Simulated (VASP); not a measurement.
VASP 6 on Pt, 36 atoms, PBE, 400 eV, 3×3×1 Γ-centred mesh, vasp_std. Each run had one machine to itself; times are medians of up to 2 turns, which differed by up to 5 %. Differences under about 10 % mean little, and other builds and machines will differ.

INCAR of the first run: PREC = Normal; ENCUT = 400; EDIFF = 1E-5; NELM = 80; ALGO = Normal; LREAL = Auto; LASPH = .TRUE.; ISMEAR = 1; SIGMA = 0.1; GGA = PE; LMAXMIX = 6; LWAVE = .FALSE.; LCHARG = .FALSE.; ISYM = 0; NCORE = 4

**Question.** Which of these is fastest: 32 ranks, ALGO = Normal; 32 ranks, ALGO = Fast; 32 ranks, ALGO = VeryFast; 32 ranks, ALGO = All?

**Answer.** 32 ranks, ALGO = Fast, at 22 s against 39 s for the slowest, 32 ranks, ALGO = All.
```json
[
 {"run": "32 ranks, ALGO = Normal", "seconds to convergence": "27", "electronic steps": "24"},
 {"run": "32 ranks, ALGO = Fast", "seconds to convergence": "22", "electronic steps": "24"},
 {"run": "32 ranks, ALGO = VeryFast", "seconds to convergence": "26", "electronic steps": "31"},
 {"run": "32 ranks, ALGO = All", "seconds to convergence": "39", "electronic steps": "34"}
]
```

Runs that failed, blew up or ran out of time are left out.

The cell is a thin slab with vacuum, built from a generated structure.
